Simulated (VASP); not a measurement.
Given:

```yaml
crystal:
  lattice:
    - [2.10281, -3.64218, 0.00000]
    - [2.10281, 3.64218, 0.00000]
    - [0.00000, 0.00000, 7.70160]
  atoms:
    - { symbol: Mg, position: [0.00000, 0.00000, 0.00000] }
    - { symbol: I, position: [0.33333, 0.66667, 0.21726] }
    - { symbol: I, position: [0.66667, 0.33333, 0.78274] }
```

All values below come from PW91 GGA, VASP's PBE PAW potentials (set 64) (plane waves; VASP). Numerical set-up: 520 eV cut-off, 7×7×4 Γ-centred mesh, tetrahedra with Blöchl corrections, potentials Mg I.

The cores are frozen, which limits the accuracy of field gradients. Without a dispersion term in the relaxation, distances and binding between the weakly bound layers, chains or molecules are unreliable, and so is what depends on them.

**Question.** Give the principal components of the electric field gradient (V/Å²) and the asymmetry η at each nucleus.

**Answer.** 
```json
[
 {"atom": "Mg1", "Vxx": "-0.2", "Vyy": "-0.2", "Vzz": "0.3", "η": "-"},
 {"atom": "I2", "Vxx": "27.0", "Vyy": "27.0", "Vzz": "-54.0", "η": "0.00"},
 {"atom": "I3", "Vxx": "27.0", "Vyy": "27.0", "Vzz": "-54.0", "η": "0.00"}
]
```

The compound is MgI2 in the 1T layered structure. It was relaxed first, which changed the volume by +15 %.
